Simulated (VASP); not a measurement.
# Converging a slab model of Zr(0001), part 5 of 5

Wanted: the error that each setting leaves in the work function or ionisation potential of Zr(0001).

VASP 6.6.1, plane waves and PAW; the level of theory is named at each step.

So far, highest filled level below the vacuum (eV): step 2 (the base run, PBE) 4.21; step 12 (a lower cutoff, ENCUT 280, PBE) 4.21; step 13 (another smearing width, SIGMA 0.02, PBE) 4.22; step 14 (another smearing width, SIGMA 0.4, PBE) 4.19; step 16 (another level, functional LDA, disp none) 4.42.

## 18. Another level, functional RPBE, disp none

This step: RPBE; plane waves and PAW (Zr_sv) (VASP 6.6.1).

INCAR

```
SYSTEM = Zr
PREC = Normal
ENCUT = 350
EDIFF = 1E-06
NELM = 120
ISMEAR = 1
SIGMA = 0.1
LREAL = .FALSE.
ALGO = Normal
GGA = RP
NBANDS = 52
LORBIT = 11
LWAVE = .FALSE.
LCHARG = .FALSE.
KPAR = 4
IDIPOL = 3
LDIPOL = .TRUE.
DIPOL = 0.5 0.5 0.5
LVHAR = .TRUE.
LVACPOTAV = .TRUE.
```

POSCAR

```
Zr
1.0
    3.2300000000      0.0000000000      0.0000000000
    1.6150000000      2.7972620542      0.0000000000
    0.0000000000      0.0000000000     33.4361700000
Zr
7
Direct
    0.0000000000      0.0000000000      0.2691695849
    0.6666666667      0.6666666667      0.3461130566
    0.0000000000      0.0000000000      0.4230565283
    0.6666666667      0.6666666667      0.5000000000
    0.0000000000      0.0000000000      0.5769434717
    0.6666666667      0.6666666667      0.6538869434
    0.0000000000      0.0000000000      0.7308304151
```

KPOINTS

```
Automatic mesh
0
Gamma
9 9 1
0 0 0
```

Potentials, in the order of the species: Zr_sv (PBE family, release 64).

Command:

```sh
$ mpirun -np 4 vasp_std
```

The log of the run:

```text
[... set-up lines as in an earlier step ...]
 entering main loop
       N       E                     dE             d eps       ncg     rms          rms(c)
DAV:   1     0.669136264869E+03    0.66914E+03   -0.38655E+04  1584   0.113E+03
DAV:   2     0.165955560377E+02   -0.65254E+03   -0.63696E+03  1420   0.380E+02
DAV:   3    -0.483182930541E+02   -0.64914E+02   -0.63547E+02  2056   0.726E+01
DAV:   4    -0.581132986503E+02   -0.97950E+01   -0.97257E+01  2128   0.296E+01
[...]
DAV:  31    -0.548594971861E+02   -0.17733E-05   -0.74226E-08   764   0.110E-03    0.436E-04
DAV:  32    -0.548595001840E+02   -0.29979E-05   -0.15216E-07   776   0.127E-03    0.391E-04
DAV:  33    -0.548595004460E+02   -0.26201E-06   -0.30857E-08   716   0.681E-04
 [... a notice as in an earlier step ...]

   1 F= -.54859500E+02 E0= -.54856584E+02  d E =-.874890E-02
```

Wall time 25 s (4 MPI ranks of AMD EPYC 9R45, shared host); peak memory 0.86 GiB; 98 s of CPU time.

From OUTCAR (step 18):

```text
  Total       -0.5620517     -0.5620517     -0.2479880      0.0000000     -0.0000000      0.0000000
  in kB       -2.9808125     -2.9808125     -1.3151917      0.0000000     -0.0000000      0.0000000
  external PRESSURE =      -2.4256056 kB  Pullay stress =       0.0000000 kB

 POSITION                                       TOTAL-FORCE (eV/Angst)
 -----------------------------------------------------------------------------------
      0.00000      0.00000      9.00000         0.000000      0.000000      0.333914
      3.23000      1.86484     11.57269        -0.000000     -0.000000     -0.588915
      0.00000      0.00000     14.14539         0.000000      0.000000      0.058680
      3.23000      1.86484     16.71808        -0.000000      0.000000     -0.000000
      0.00000      0.00000     19.29078         0.000000      0.000000     -0.058680
      3.23000      1.86484     21.86348        -0.000000     -0.000000      0.588915
      0.00000      0.00000     24.43617         0.000000      0.000000     -0.333914
 -----------------------------------------------------------------------------------
    total drift:                               -0.000001     -0.000000      0.000000

  FREE ENERGIE OF THE ION-ELECTRON SYSTEM (eV)
  ---------------------------------------------------
  free  energy   TOTEN  =       -54.8595004460 eV

  energy  without entropy=      -54.8507515458  energy(sigma->0) =      -54.85658415

[... 2 parts as in an earlier step ...]

[... 1 further part left out ...]
[key lines of the parts left out:]
E-fermi :   3.1196
```

Against the base run its depth below the vacuum changes by -0.12 eV.

## 19. Another level, functional optB88-vdW, disp nonlocal

This step: optB88-vdW; plane waves and PAW (Zr_sv) (VASP 6.6.1).

Edit INCAR of step 18 so:

```diff
@@ -9,3 +9,8 @@
 ALGO = Normal
-GGA = RP
+GGA = BO
+AGGAC = 0
+LUSE_VDW = .TRUE.
+PARAM1 = 0.1833333333
+PARAM2 = 0.22
+LASPH = .TRUE.
 NBANDS = 52
```

POSCAR is that of step 18.

KPOINTS is that of step 18.

Command:

```sh
$ mpirun -np 4 vasp_std
```

The log of the run:

```text
[banner, memory and clock lines left out]
running    4 mpi-ranks, on    1 nodes
[...]
|                                                                             |
|               ----> ADVICE to this user running VASP <----                  |
|                                                                             |
|     You have switched on vdW-DFT.                                           |
|     This routine was written and supplied by Jiri Klimes. We recommend      |
|     that you carefully read and cite the following publications:            |
|       J. Klimes, D.R. Bowler, A. Michelides                                 |
|          J. Phys.: Cond Matt. 22 022201 (2010)                              |
|       J. Klimes, D.R. Bowler, A. Michelides                                 |
|          Phys. Rev. B. 83, 195131 (2011)                                    |
|     and references therein.                                                 |
|                                                                             |

 [... a notice as in an earlier step ...]

 LDA part: xc-table for (Slater+PW92), standard interpolation
 POSCAR, INCAR and KPOINTS ok, starting setup
[...]
entering main loop
       N       E                     dE             d eps       ncg     rms          rms(c)
DAV:   1     0.685426179935E+03    0.68543E+03   -0.38659E+04  1584   0.113E+03
DAV:   2     0.340323901968E+02   -0.65139E+03   -0.63649E+03  1424   0.380E+02
DAV:   3    -0.311954614603E+02   -0.65228E+02   -0.63812E+02  2064   0.719E+01
DAV:   4    -0.412246947719E+02   -0.10029E+02   -0.99518E+01  2128   0.299E+01
[...]
DAV:  28    -0.382469383374E+02   -0.11992E-05   -0.28684E-06   968   0.109E-02    0.102E-03
DAV:  29    -0.382469405597E+02   -0.22224E-05   -0.45765E-06   908   0.960E-03    0.672E-04
DAV:  30    -0.382469401721E+02    0.38761E-06   -0.21735E-06   856   0.820E-03
 [... a notice as in an earlier step ...]

   1 F= -.38246940E+02 E0= -.38244795E+02  d E =-.643654E-02
```

Elapsed: 81 s, on 4 MPI ranks; peak memory 1.8 GiB.

OUTCAR, selected parts (step 19):

```text
  Total       -3.9942833     -3.9942833     -2.9653658      0.0000000      0.0000000      0.0000000
  in kB      -21.1834773    -21.1834773    -15.7266659      0.0000000      0.0000000      0.0000000
  external PRESSURE =     -19.3645402 kB  Pullay stress =       0.0000000 kB

 POSITION                                       TOTAL-FORCE (eV/Angst)
 -----------------------------------------------------------------------------------
      0.00000      0.00000      9.00000        -0.000000      0.000000      0.501536
      3.23000      1.86484     11.57269         0.000000     -0.000000     -0.563814
      0.00000      0.00000     14.14539         0.000000      0.000000      0.046955
      3.23000      1.86484     16.71808         0.000000      0.000000      0.000000
      0.00000      0.00000     19.29078         0.000000      0.000000     -0.046955
      3.23000      1.86484     21.86348        -0.000000     -0.000000      0.563814
      0.00000      0.00000     24.43617         0.000000      0.000000     -0.501536
 -----------------------------------------------------------------------------------
    total drift:                               -0.000001     -0.000000      0.000000

  FREE ENERGIE OF THE ION-ELECTRON SYSTEM (eV)
  ---------------------------------------------------
  free  energy   TOTEN  =       -38.2469401721 eV

  energy  without entropy=      -38.2405036367  energy(sigma->0) =      -38.24479466

[... 2 parts as in an earlier step ...]

[... 1 further part left out ...]
[key lines of the parts left out:]
E-fermi :   2.8940
```

Against the base run its depth below the vacuum changes by +0.20 eV.

## 20. Another level, functional r2SCAN, disp none

This step: r2SCAN; plane waves and PAW (Zr_sv) (VASP 6.6.1).

Edit INCAR of step 19 so:

```diff
@@ -9,7 +9,3 @@
 ALGO = Normal
-GGA = BO
-AGGAC = 0
-LUSE_VDW = .TRUE.
-PARAM1 = 0.1833333333
-PARAM2 = 0.22
+METAGGA = R2SCAN
 LASPH = .TRUE.
```

POSCAR is that of step 19.

KPOINTS is that of step 19.

Command:

```sh
$ mpirun -np 4 vasp_std
```

The log of the run:

```text
[banner, memory and clock lines left out]
running    4 mpi-ranks, on    1 nodes
[...]
[... a notice as in an earlier step ...]

 LDA part: xc-table for (None), standard interpolation
 POSCAR, INCAR and KPOINTS ok, starting setup
[...]
entering main loop
       N       E                     dE             d eps       ncg     rms          rms(c)
DAV:   1     0.545610736493E+03    0.54561E+03   -0.39372E+04  1584   0.115E+03
DAV:   2    -0.117642160083E+03   -0.66325E+03   -0.64744E+03  1424   0.388E+02
DAV:   3    -0.189959315162E+03   -0.72317E+02   -0.70810E+02  2088   0.742E+01
DAV:   4    -0.204640735310E+03   -0.14681E+02   -0.14561E+02  2160   0.343E+01
[...]
DAV:  25    -0.157164090308E+03   -0.46085E-04   -0.14933E-05  1544   0.185E-02    0.475E-03
DAV:  26    -0.157164102933E+03   -0.12624E-04   -0.95076E-06  1224   0.117E-02    0.196E-03
DAV:  27    -0.157164102596E+03    0.33685E-06   -0.13471E-06   876   0.777E-03
 [... a notice as in an earlier step ...]

   1 F= -.15716410E+03 E0= -.15715983E+03  d E =-.128234E-01
```

Run time: 69 s. Hardware: 4 MPI ranks; peak memory 0.91 GiB; 4.6 min of CPU time.

Parts of OUTCAR (step 20):

```text
  Total       -2.2316415     -2.2316415     -2.2162162      0.0000000     -0.0000000      0.0000000
  in kB      -11.8353964    -11.8353964    -11.7535892      0.0000000     -0.0000000      0.0000000
  external PRESSURE =     -11.8081273 kB  Pullay stress =       0.0000000 kB

 POSITION                                       TOTAL-FORCE (eV/Angst)
 -----------------------------------------------------------------------------------
      0.00000      0.00000      9.00000        -0.000000     -0.000000      0.482327
      3.23000      1.86484     11.57269         0.000000     -0.000000     -0.604503
      0.00000      0.00000     14.14539        -0.000000     -0.000000      0.079489
      3.23000      1.86484     16.71808        -0.000000      0.000000      0.000000
      0.00000      0.00000     19.29078         0.000000     -0.000000     -0.079489
      3.23000      1.86484     21.86348         0.000000      0.000000      0.604503
      0.00000      0.00000     24.43617         0.000000      0.000000     -0.482327
 -----------------------------------------------------------------------------------
    total drift:                               -0.000001     -0.000000     -0.000000

  FREE ENERGIE OF THE ION-ELECTRON SYSTEM (eV)
  ---------------------------------------------------
  free  energy   TOTEN  =      -157.1641025957 eV

  energy  without entropy=     -157.1512791490  energy(sigma->0) =     -157.15982811

[... 2 parts as in an earlier step ...]

[... 1 further part left out ...]
[key lines of the parts left out:]
E-fermi :   3.0073
```

Against the base run its depth below the vacuum changes by +0.07 eV.

## 21. Comparing the runs

Times are for 4 MPI ranks of AMD EPYC 9R45, shared host. The series side by side:

```csv
no.,functional,highest filled level below the vacuum (eV),time,memory (GiB)
1,LDA,4.421,23 s,0.76
2,PBEsol,4.290,25 s,0.87
3,RPBE,4.097,25 s,0.86
4,optB88-vdW,4.412,81 s,1.8
5,r2SCAN,4.280,69 s,0.91
```

## 22. All runs together

This step: slab, study of settings, base PBE; plane waves and PAW (VASP 6.6.1).

This step runs nothing: it gathers the runs above.

Numbers from this step:

```
highest filled level below the vacuum : 4.212 eV
```

Energies of other functionals are not comparable and are left out. All runs:

```csv
change from the base run,level below the vacuum (eV),shift (eV),energy change (meV/atom),core seconds
base,4.212,0,0,104
mesh 3 x 3,4.419,0.207,41.2,31.2
mesh 6 x 6,4.2,-0.013,8.2,72
mesh 12 x 12,4.233,0.021,0.2,156
vacuum 5 A,-,-,-41.1,46.4
vacuum 8 A,-,-,1.2,53.6
vacuum 24 A,4.215,0.002,-0.2,120
cutoff 210 eV,4.228,0.016,25.3,38.4
cutoff 280 eV,4.208,-0.004,6.3,68
smearing 0.02 eV,4.216,0.004,0.5,100
smearing 0.4 eV,4.191,-0.021,-2.2,100
LDA,4.421,0.209,-,92
PBEsol,4.29,0.078,-,100
RPBE,4.097,-0.115,-,100
optB88-vdW,4.412,0.2,-,324
r2SCAN,4.28,0.067,-,276
```

## 23. Results

- highest filled level below the vacuum: 4.21 eV

The base run puts the highest filled level 4.21 eV below the vacuum at the upper face. Among the meshes tried the largest shift is 0.21 eV (mesh 3 x 3, at 0.3 times the cost). The vacuum widths shift it by about 0.01 eV or less. Among the lower cutoffs the largest shift is 0.02 eV (cutoff 210 eV, at 0.37 times the cost). Among the smearing widths the largest shift is -0.02 eV (smearing 0.4 eV, at 0.96 times the cost). With vacuum 5 A and vacuum 8 A the program printed no vacuum level, so no level is given there, and the line on vacuum widths holds for the others alone. The functionals span 0.32 eV, from RPBE to LDA. Where the program printed no vacuum level, the number is read from the planar average about a third of the way across the gap. The program warns that it found no field-free region at its default tolerance, also in runs whose level could not be checked against a flat part of the potential; that adds doubt to those levels. The thickness of the slab was not varied, and the small cell can't reconstruct. Costs come from a shared host, and the base run also writes a finer density of states, so small ratios mean little. All runs hold the atoms as cut and share one family of PAW data sets, so relaxation and each functional's own lattice are left out. LASPH is on in the runs with optB88-vdW and r2SCAN and off in those with LDA, PBE, PBEsol and RPBE, so these rows differ in more than the functional.

[Lines on the potential files, build, host, timing and source positions are cut from VASP's logs without a mark.]

[Logs are printed without paths, hosts, clocks, repeated set-up lines and the standing remarks that a program may print on its own settings, such as how far it seeks lower states.]

[Hosts, paths, dates, database ids (printed as entryN), source tags and the programs' standing remarks are cut or masked in the printed files.]

[In band tables of VASP the shares of atoms and orbitals are scaled to a sum of 1 inside the atoms' spheres.]

[Runs that stopped without an error message from VASP are left out.]
